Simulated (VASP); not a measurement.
All values below come from PBEsol GGA, VASP's PBE PAW potentials (set 64) (plane waves; VASP).

A VASP calculation is set up with these files.

KPOINTS:
```
Automatic mesh
0
Gamma
6 6 2
0 0 0
```

### INCAR
```
SYSTEM = BeCd3Se4
PREC = Accurate
ENCUT = 400
EDIFF = 1E-6
NELM = 100
ALGO = Normal
LREAL = .FALSE.
LASPH = .TRUE.
ISMEAR = 0
SIGMA = 0.05
GGA = PS
LMAXMIX = 4
LWAVE = .FALSE.
LCHARG = .FALSE.
IBRION = 2
ISIF = 3
NSW = 60
EDIFFG = -0.02
```

POSCAR:
```
BeCd3Se4
1
    0.0000000000     2.9184533498     2.9184533498
    2.9184533498    -0.0000000000     2.9184533498
   11.7992531674    11.7992531674    -0.1254397681
Cd Se Be
3 4 1
Direct
  0.0252794292   0.0252794292   0.9810404281
  0.0029208611   0.0029208611   0.2478093542
  0.9819090996   0.9819090996   0.5135681753
  0.2564454849   0.2564454849   0.0576658863
  0.2347707378   0.2347707378   0.3239219467
  0.2156312850   0.2156312850   0.5882765363
  0.2804817020   0.2804817020   0.7896387235
  0.0025614004   0.0025614004   0.7480789497
```

POTCAR, in this order: Cd Se Be (PBE.64 set). Program: vasp_std.

The resulting files:

File OUTCAR:
```
 ion  position               nearest neighbor table
   1  0.025  0.025  0.981-   4 2.60   4 2.60   4 2.60   7 2.62
   2  0.003  0.003  0.248-   5 2.60   5 2.60   5 2.60   4 2.60
   3  0.982  0.982  0.514-   6 2.59   6 2.59   6 2.59   5 2.60
   4  0.256  0.256  0.058-   1 2.60   1 2.60   1 2.60   2 2.60
   5  0.235  0.235  0.324-   3 2.60   2 2.60   2 2.60   2 2.60
   6  0.216  0.216  0.588-   8 2.19   3 2.59   3 2.59   3 2.59
   7  0.280  0.280  0.790-   8 2.45   8 2.45   8 2.45   1 2.62
   8  0.003  0.003  0.748-   6 2.19   7 2.45   7 2.45   7 2.45
  LATTYP: Found a trigonal (rhomboedric) cell.
 ALAT       =    13.9027618192
 COS(alpha) =     0.9559340288
 Subroutine PRICEL returns:
 Original cell was already a primitive cell.
 Subroutine GETGRP returns: Found  6 space group operations
The static configuration has the point symmetry C_3v.
The dynamic configuration has the point symmetry C_3v.
 Subroutine INISYM returns: Found  6 space group operations
 Subroutine IBZKPT returns following result:
 Found     22 irreducible k-points:

 Following reciprocal coordinates:
            Coordinates               Weight
  0.000000  0.000000  0.000000      1.000000
  0.166667  0.000000  0.000000      4.000000
...
```

OSZICAR:
```
       N       E                     dE             d eps       ncg     rms          rms(c)
DAV:   1     0.356675871586E+03    0.35668E+03   -0.25002E+04  1628   0.122E+03
DAV:   2    -0.486255470759E+01   -0.36154E+03   -0.35187E+03  1887   0.316E+02
DAV:   3    -0.282837036535E+02   -0.23421E+02   -0.23272E+02  1899   0.800E+01
DAV:   4    -0.286252329045E+02   -0.34153E+00   -0.34095E+00  1958   0.909E+00
DAV:   5    -0.286294385309E+02   -0.42056E-02   -0.42049E-02  1912   0.902E-01    0.121E+01
DAV:   6    -0.273441771743E+02    0.12853E+01   -0.30369E+00  2043   0.154E+01    0.939E+00
DAV:   7    -0.272827250045E+02    0.61452E-01   -0.15429E+00  1824   0.564E+00    0.297E+00
DAV:   8    -0.272606611256E+02    0.22064E-01   -0.24489E-01  1741   0.424E+00    0.787E-01
DAV:   9    -0.272604331652E+02    0.22796E-03   -0.25147E-02  1833   0.153E+00    0.232E-01
DAV:  10    -0.272603051601E+02    0.12801E-03   -0.22061E-03  1937   0.400E-01    0.708E-02
DAV:  11    -0.272603954321E+02   -0.90272E-04   -0.45212E-04  1860   0.144E-01    0.323E-02
DAV:  12    -0.272604039430E+02   -0.85110E-05   -0.10507E-04  1867   0.844E-02    0.166E-02
DAV:  13    -0.272604094589E+02   -0.55159E-05   -0.10896E-05  1818   0.219E-02    0.434E-03
DAV:  14    -0.272604105913E+02   -0.11324E-05   -0.29773E-06  1534   0.761E-03    0.239E-03
DAV:  15    -0.272604107438E+02   -0.15252E-06   -0.21664E-07  1014   0.269E-03
   1 F= -.27260411E+02 E0= -.27260411E+02  d E =-.272604E+02
       N       E                     dE             d eps       ncg     rms          rms(c)
DAV:   1    -0.272616658791E+02   -0.12553E-02   -0.48968E-02  1703   0.142E+00    0.220E-01
DAV:   2    -0.272608177381E+02    0.84814E-03   -0.27441E-03  1823   0.482E-01    0.848E-02
DAV:   3    -0.272606971262E+02    0.12061E-03   -0.28503E-04  1956   0.101E-01    0.676E-02
DAV:   4    -0.272606670111E+02    0.30115E-04   -0.48384E-05  1826   0.434E-02    0.128E-02
DAV:   5    -0.272606648720E+02    0.21392E-05   -0.16034E-05  1909   0.335E-02    0.701E-03
DAV:   6    -0.272606652232E+02   -0.35122E-06   -0.15937E-06  1019   0.880E-03
   2 F= -.27260665E+02 E0= -.27260665E+02  d E =-.254479E-03
       N       E                     dE             d eps       ncg     rms          rms(c)
DAV:   1    -0.272612588520E+02   -0.59398E-03   -0.26306E-02  1678   0.104E+00    0.161E-01
DAV:   2    -0.272608040575E+02    0.45479E-03   -0.14664E-03  1823   0.352E-01    0.623E-02
DAV:   3    -0.272607395687E+02    0.64489E-04   -0.15230E-04  1956   0.739E-02    0.497E-02
DAV:   4    -0.272607242239E+02    0.15345E-04   -0.26132E-05  1826   0.318E-02    0.946E-03
DAV:   5    -0.272607232873E+02    0.93661E-06   -0.86054E-06  1778   0.245E-02
   3 F= -.27260723E+02 E0= -.27260723E+02  d E =-.312543E-03
       N       E                     dE             d eps       ncg     rms          rms(c)
DAV:   1    -0.272612443056E+02   -0.52008E-03   -0.60760E-02  1678   0.130E+00    0.124E-01
DAV:   2    -0.272609752621E+02    0.26904E-03   -0.10984E-03  1881   0.271E-01    0.557E-02
DAV:   3    -0.272609101464E+02    0.65116E-04   -0.11862E-04  1950   0.664E-02    0.396E-02
DAV:   4    -0.272608873710E+02    0.22775E-04   -0.27820E-05  1891   0.345E-02    0.868E-03
DAV:   5    -0.272608857538E+02    0.16172E-05   -0.66022E-06  1814   0.204E-02    0.466E-03
DAV:   6    -0.272608856417E+02    0.11205E-06   -0.64892E-07   979   0.588E-03
   4 F= -.27260886E+02 E0= -.27260886E+02  d E =-.162354E-03
       N       E                     dE             d eps       ncg     rms          rms(c)
DAV:   1    -0.272613153159E+02   -0.42956E-03   -0.62823E-02  1668   0.132E+00    0.125E-01
DAV:   2    -0.272610394758E+02    0.27584E-03   -0.11244E-03  1881   0.273E-01    0.566E-02
DAV:   3    -0.272609722292E+02    0.67247E-04   -0.12217E-04  1945   0.672E-02    0.401E-02
DAV:   4    -0.272609488424E+02    0.23387E-04   -0.28610E-05  1883   0.350E-02    0.885E-03
DAV:   5    -0.272609471650E+02    0.16774E-05   -0.67907E-06  1827   0.206E-02    0.471E-03
DAV:   6    -0.272609470529E+02    0.11216E-06   -0.66829E-07   974   0.600E-03
   5 F= -.27260947E+02 E0= -.27260947E+02  d E =-.223766E-03
       N       E                     dE             d eps       ncg     rms          rms(c)
DAV:   1    -0.272609975188E+02   -0.50354E-04   -0.27372E-02  1648   0.777E-01    0.394E-02
DAV:   2    -0.272609932504E+02    0.42684E-05   -0.22948E-04  1855   0.962E-02    0.139E-02
DAV:   3    -0.272609907115E+02    0.25388E-05   -0.10761E-05  1991   0.213E-02    0.103E-02
DAV:   4    -0.272609903785E+02    0.33308E-06   -0.11968E-06  1258   0.893E-03
   6 F= -.27260990E+02 E0= -.27260990E+02  d E =-.433256E-04
```

### OUTCAR
```
------------------------ aborting loop because EDIFF is reached ----------------------------------------
  FORCE on cell =-STRESS in cart. coord.  units (eV):
  Direction    XX          YY          ZZ          XY          YZ          ZX
  --------------------------------------------------------------------------------------
  Total       -0.0117206     -0.0117206     -0.0117206      0.0075449     -0.0075449     -0.0075449
  in kB       -0.0930330     -0.0930330     -0.0930330      0.0598884     -0.0598884     -0.0598884
  external PRESSURE =      -0.0930330 kB  Pullay stress =       0.0000000 kB
  volume of cell :      201.85
      direct lattice vectors                 reciprocal lattice vectors
     0.000000000  2.913935744  2.913935744    -0.170481694  0.172696772  0.170481694
     2.913935744  0.000000000  2.913935744     0.172696772 -0.170481694  0.170481694
    11.809180278 11.809180278 -0.153437302     0.042066654  0.042066654 -0.042066654
 POSITION                                       TOTAL-FORCE (eV/Angst)
 -----------------------------------------------------------------------------------
     11.65803     11.65803     -0.00229         0.003677      0.003677     -0.003677
      2.93158      2.93158     -0.01765        -0.001074     -0.001074      0.001074
      8.92355      8.92355      5.64613        -0.007032     -0.007032      0.007032
      1.43067      1.43067      1.48327        -0.002033     -0.002033      0.002033
      4.50898      4.50898      1.31889         0.001087      0.001087     -0.001087
      7.57692      7.57692      1.16489         0.001932      0.001932     -0.001932
     10.14674     10.14674      1.50900        -0.000683     -0.000683      0.000683
      8.84041      8.84041     -0.09861         0.004125      0.004125     -0.004125
 -----------------------------------------------------------------------------------
    total drift:                               -0.000798     -0.000798      0.000793
  FREE ENERGIE OF THE ION-ELECTRON SYSTEM (eV)
  ---------------------------------------------------
  free  energy   TOTEN  =       -27.2609903785 eV

  energy  without entropy=      -27.2609903785  energy(sigma->0) =      -27.26099038

 reached required accuracy - stopping structural energy minimisation
```
(Selected blocks of OUTCAR.)

**CONTCAR**
```
BeCd3Se4
   1.00000000000000
     0.0000000000000248    2.9139357438649349    2.9139357438648852
     2.9139357438649349    0.0000000000000248    2.9139357438648852
    11.8091802777179318   11.8091802777179318   -0.1534373021582448
  Cd              Se              Be
     3     4     1
Direct
     0.0254337278453961    0.0254337278453961    0.9809247041159530
     0.0034850093592094    0.0034850093592094    0.2473862430055952
     0.9823286160764660    0.9823286160764660    0.5132535379426539
     0.2560386486340913    0.2560386486340913    0.0579710134994311
     0.2348337934392069    0.2348337934392069    0.3238746549705904
     0.2153752057029232    0.2153752057029232    0.5884685957728085
     0.2797333865055664    0.2797333865055664    0.7901999601208253
     0.0027716124371407    0.0027716124371407    0.7479212906721444
```

The structure was generated: BeCd3Se4 was put into an ordered model structure (R3m), which need not be its known phase. This run relaxes it. Symmetry was kept, so distortions that lower it aren't found. The start is the result of an earlier pass.
